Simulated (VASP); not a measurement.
Consider the following.

```yaml
crystal:
  lattice:
    - [1.78627, -3.09391, 0.00000]
    - [1.78627, 3.09391, 0.00000]
    - [0.00000, 0.00000, 6.05655]
  atoms:
    - { symbol: Pt, position: [0.00000, 0.00000, 0.00000] }
    - { symbol: S, position: [0.33333, 0.66667, 0.20263] }
    - { symbol: S, position: [0.66667, 0.33333, 0.79737] }
```

Level of theory: PBE GGA, VASP's PBE PAW potentials (set 64) (plane waves; VASP 6.6.1). Settings: 520 eV cut-off, 8×8×4 Γ-centred mesh, tetrahedra with Blöchl corrections, potentials Pt S.

The cores are frozen, which limits the accuracy of field gradients. Without a dispersion term in the relaxation, distances and binding between the weakly bound layers, chains or molecules are unreliable, and so is what depends on them.

Q: Give the principal components of the electric field gradient (V/Å²) and the asymmetry η at each nucleus.

A: 
```csv
atom,Vxx,Vyy,Vzz,η
Pt1,-67.3,-67.3,134.5,0.00
S2,30.8,30.8,-61.7,0.00
S3,30.8,30.8,-61.7,0.00
```

The compound is PtS2 in the 1T layered structure. It was relaxed first, which changed the volume by +22 %.
